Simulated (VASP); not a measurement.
Input:

```
CELL_PARAMETERS angstrom
      5.35566     0.00000     0.00000
     -2.67783     4.63814     0.00000
      0.00000     0.00000     4.39443
ATOMIC_POSITIONS crystal
  Ca 0.00031 0.00096 0.01205
  Pt 0.33242 0.68951 0.03193
  Pt 0.67420 0.33655 0.94939
  Pt 0.50294 0.99927 0.49920
  Pt 0.49092 0.50172 0.51942
  Pt 0.99922 0.47200 0.48802
```

These are LDA (Ceperley-Alder, Perdew-Zunger), VASP's LDA PAW potentials (set 64) (plane waves; VASP) values and carry that method's errors. Settings: 300 eV cut-off, 4×4×4 Γ-centred mesh, Gaussian smearing of 0.10 eV, potentials Ca_sv Pt.

At this cut-off the stress carries a Pulay error, which pulls relaxed volumes low. Energy and stress use the plane-wave basis of the starting cell.

Task: The ions, cell shape and volume are relaxed. Which structure does the run end with?

Result: 
```
CELL_PARAMETERS angstrom
      5.29219     0.00023     0.00039
     -2.64589     4.58201    -0.00109
      0.00025    -0.00028     4.32309
ATOMIC_POSITIONS crystal
  Ca 0.00019 0.00040 0.00162
  Pt 0.33335 0.66673 0.99961
  Pt 0.66675 0.33351 0.99965
  Pt 0.50021 0.99982 0.49968
  Pt 0.49956 0.49949 0.49974
  Pt 0.99994 0.50005 0.49970
```
Space group P6/mmm (191), at a tolerance of 0.03 Å.

Task: How do energy and volume change from the first to the last step?

Result: The energy (σ→0) changes by -145.6 meV/atom and the volume by -4.0 %, in 35 ionic steps.

| step | E(σ→0) (eV) | max force (eV/Å) | pressure (GPa) | volume (Å³) |
|---|---|---|---|---|
| 1 | -41.8896 | 3.943 | -2.27 | 109.16 |
| 2 | -42.6420 | 0.854 | -0.49 | 105.12 |
| 3 | -42.6534 | 0.941 | 0.46 | 104.56 |
| 4 | -42.7305 | 0.594 | 0.30 | 104.83 |
| 5 | -42.7307 | 0.562 | 0.28 | 104.82 |
| 6 | -42.7499 | 0.232 | -0.87 | 105.34 |
| 7 | -42.7507 | 0.253 | -1.15 | 105.47 |
| 8 | -42.7495 | 0.176 | 2.25 | 103.77 |
| 9 | -42.7561 | 0.195 | 0.43 | 104.67 |
| 10 | -42.7592 | 0.167 | 0.00 | 104.84 |
| 11 | -42.7592 | 0.185 | -0.05 | 104.86 |
| 12 | -42.7611 | 0.060 | -0.03 | 104.86 |
| 13 | -42.7612 | 0.077 | -0.03 | 104.86 |
| 14 | -42.7620 | 0.047 | 0.11 | 104.81 |
| 15 | -42.7621 | 0.045 | 0.18 | 104.78 |
| 16 | -42.7624 | 0.044 | -0.24 | 104.97 |
| 17 | -42.7624 | 0.043 | -0.19 | 104.95 |
| 18 | -42.7627 | 0.029 | 0.00 | 104.85 |
| 19 | -42.7627 | 0.029 | 0.04 | 104.83 |
| 20 | -42.7627 | 0.019 | -0.02 | 104.85 |
| 21 | -42.7627 | 0.019 | -0.03 | 104.86 |
| 22 | -42.7628 | 0.019 | 0.04 | 104.83 |
| 23 | -42.7628 | 0.019 | 0.05 | 104.82 |
| 24 | -42.7628 | 0.018 | -0.02 | 104.86 |
| 25 | -42.7628 | 0.018 | -0.05 | 104.88 |

The structure comes from a computed database's CaPt5 entry; how it stands against other phases isn't given here. In the starting cell atoms are displaced from their ideal sites. This run relaxes it. The k-mesh is coarse (spacing up to 0.36 per Å, 2π included), so the numbers may not be converged in it. The run is one of a series of settings (EDIFFG = -0.01, IBRION = 2, ISIF = 3, NSW = 50 against the base run), some of them coarse on purpose.
